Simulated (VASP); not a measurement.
VASP runs on VBiO4 (space group I4_1/a) share one base input (PBE GGA, plane waves, VASP's PBE PAW potentials (set 64)) and change the settings named in each case.

**POSCAR**
```
VBiO4
6.8524160
 -0.3747165963   0.3747165963   0.8480417710
  0.3747165963  -0.3747165963   0.8480417710
  0.3747165963   0.3747165963  -0.8480417710
V Bi O
2 2 8
Cartesian
  0.0000000000   0.0000000000   0.8480417710
  0.3747165963   0.0000000000   0.4240208855
  0.0000000000   0.0000000000   0.0000000000
  0.0000000000   0.3747165963   0.4240208855
  0.4804091595   0.1873433095  -0.1342110907
  0.5620898831   0.1056925632   0.2898097948
 -0.1056925632   0.1873732868   0.7138306803
  0.1873433095  -0.1056925632   0.2898097948
  0.2690240332   0.1873732868   0.5582319762
  0.1873433095   0.2690240332   0.1342110907
  0.4804091595  -0.1873732868   0.5582319762
  0.1873732868   0.1056925632   0.9822528616
```

### INCAR
```
SYSTEM = VBiO4
PREC = Accurate; ENCUT = 400; LREAL = .FALSE.
LASPH = .TRUE.
EDIFF = 1E-6; NELM = 100; ALGO = Normal
LMAXMIX = 4
ISMEAR = 0; SIGMA = 0.01
GGA = PE
ISIF = 2
LWAVE = .FALSE.; LCHARG = .FALSE.
```

KPOINTS:
```
Automatic mesh
0
Gamma
4 4 4
0.5 0.5 0.5
```

POTCAR, in this order: V_sv Bi_d O (PBE.64 set). Program: vasp_std.

```
change                                                                gap on the mesh (eV)
--------------------------------------------------------------------  --------------------
base run                                                                              2.18
NEDOS = 601, KPOINTS 6×6×6 Γ-centred mesh shifted by (0.5, 0.5, 0.5)                  2.11
NEDOS = 601, KPOINTS 6×6×6 Γ-centred mesh shifted by (0.5, 0.5, 0.5)                  2.11
NEDOS = 601, KPOINTS 8×8×8 Γ-centred mesh shifted by (0.5, 0.5, 0.5)                     ?
```

Q: Some entries are withheld; supply them.

A: 
- NEDOS = 601, KPOINTS 8×8×8 Γ-centred mesh shifted by (0.5, 0.5, 0.5), gap on the mesh (eV): 2.08

Energies of different potentials or functionals have different zeros.  Unless said otherwise, spin-orbit coupling is left out, though it shifts the bands of the heavy elements here.

Left out are runs that ran out of time, are held back, or changed the cell or the kind of run, fixed moments of cells without a moment, rows past the twelfth, gaps on odd meshes, pressures of charged cells and columns that move by less than the noise.

The structure comes from a computed database's VBiO4 entry; how it stands against other phases isn't given here. The cell was not relaxed at this level, forces remain on its atoms, its lattice was scaled by up to 2.5 %. The run is not spin-polarised, so no magnetic state was tried.
